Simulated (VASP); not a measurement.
Input:

```
BN
1.0
    0.00000     1.80378     1.80378
    1.80378     0.00000     1.80378
    1.80378     1.80378     0.00000
B N
1 1
Direct
  0.00000   0.00000   0.00000
  0.25000   0.25000   0.25000
```

Method: PBEsol GGA, VASP's PBE PAW potentials (set 64) (plane waves; VASP). Run with 620 eV cut-off, 12×12×12 Γ-centred mesh, Gaussian smearing of 0.050 eV, potentials B N.

Question: What does the run give for the energy per atom (σ→0), band gap (on the k-mesh) with the smallest direct gap where there is one?

Answer: 
```json
{
  "band gap (on the k-mesh)": "4.28 eV",
  "smallest direct gap (on the k-mesh)": "8.79 eV",
  "energy per atom (σ→0)": "-9.176 eV/atom"
}
```

The compound is BN in the zinc blende structure. It was relaxed first.
